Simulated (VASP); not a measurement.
# Rh2Au: single point with VASP

System: Rh2Au (cadmium iodide prototype, strained and with displaced atoms), 3 atoms in the cell.

VASP input. INCAR
```
ISMEAR = -1
SIGMA = 0.15
ISIF = 2
LSORBIT = .TRUE.
MAGMOM = 0 0 0  0 0 0  0 0 0
LMAXMIX = 4
ISYM = -1
NBANDS = 64
LASPH = .TRUE.
NELM = 200
LREAL = .FALSE.
EDIFF = 1E-7
ALGO = Normal
GGA_COMPAT = .FALSE.
PREC = Accurate
ENCUT = 680
ISTART = 1
ICHARG = 0
NELMIN = 4
```

KPOINTS
```
mesh
0
Gamma
3 3 1
0 0 0
```

POSCAR
```
Rh2Au
1.0
     3.793507   -0.071976    0.097177
    -1.959086    3.146669   -0.023612
     0.158689    0.047097    5.982582
Au Rh
1 2
Direct
  0.635182 0.280884 0.844265
  0.994376 0.980844 0.094606
  0.316087 0.672149 0.599901
```

Potentials (PBE.64), in the order of POSCAR: Au Rh_pv

The WAVECAR comes from an earlier, cheaper step on the same cell.

What the run gave

| Quantity | Value |
| --- | --- |
| Pressure | -5.36 GPa |
| Free energy TOTEN | -14.1745 eV |
| Energy (σ→0) | -13.9867 eV |
| Smearing term TS | 125.2 meV/atom |
| Gap on the mesh | none (metallic) |
| Valence electrons | 41 |
| Irreducible k-points | 9 |

| atom | Fx (eV/Å) | Fy (eV/Å) | Fz (eV/Å) |
| --- | --- | --- | --- |
| Au1 | 0.277 | 1.789 | 0.728 |
| Rh2 | -1.002 | -0.419 | 0.708 |
| Rh3 | 0.726 | -1.370 | -1.435 |

Stress tensor in GPa, compression positive:
```
-8.40  4.50 -6.08
 4.50 -3.46  3.56
-6.08  3.56 -4.23
```

VASP prints the stress at a fixed plane-wave basis, so it holds the Pulay stress of this cutoff.

The k-mesh is coarse, so these values belong to this mesh and can lie far from the converged ones. The elements were drawn onto a prototype; most such cells aren't known phases.
